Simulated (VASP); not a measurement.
CoSi2 (d3):

```
Co Si
1.0
     0.00000    2.67800    2.67800
     2.67800    0.00000    2.67800
     2.67800    2.67800    0.00000
Co Si
1 2
Direct
  0.00000 0.00000 0.00000
  0.25000 0.25000 0.25000
  0.75000 0.75000 0.75000
```

| Quantity | Value |
| --- | --- |
| Program | VASP 6.6.1 |
| Task | relaxation of cell and atoms |
| Functional | PBE |
| Dispersion | D3(BJ) |
| Potentials or basis | VASP PAW PBE potentials, release 64 (Co, Si) |
| Cutoff | 600 eV |
| k mesh | 14 × 14 × 14 |
| Occupations | gaussian, width 0.1 eV |
| Spin | no spin polarisation |

At the start: pressure -5.5 GPa; volume 12.80 Å³/atom.

How do energy, volume and symmetry change on relaxing?

Over 6 steps the energy falls by 6.7 meV/atom and the volume is 12.42 Å³/atom (-3.0 %); space group Fm-3m (No. 225, to 0.05 Å).

Step by step:
```csv
step,energy change (eV),largest force (eV/Å),pressure (GPa),volume (Å³)
1,0.0000,0.0000,-5.49,38.41
2,0.0066,0.0000,7.14,36.02
3,-0.0202,0.0000,-0.03,37.27
4,-0.0202,0.0000,0.10,37.25
5,-0.0202,0.0000,-0.10,37.29
6,-0.0202,0.0000,0.02,37.27
```

Final structure:
```
CELL_PARAMETERS angstrom
0.00000 2.65110 2.65110
2.65110 0.00000 2.65110
2.65110 2.65110 0.00000
ATOMIC_POSITIONS crystal
Co 0.00000 0.00000 0.00000
Si 0.25000 0.25000 0.25000
Si 0.75000 0.75000 0.75000
```

Caveat: pairwise dispersion overbinds metals, which lowers pressure and volume.
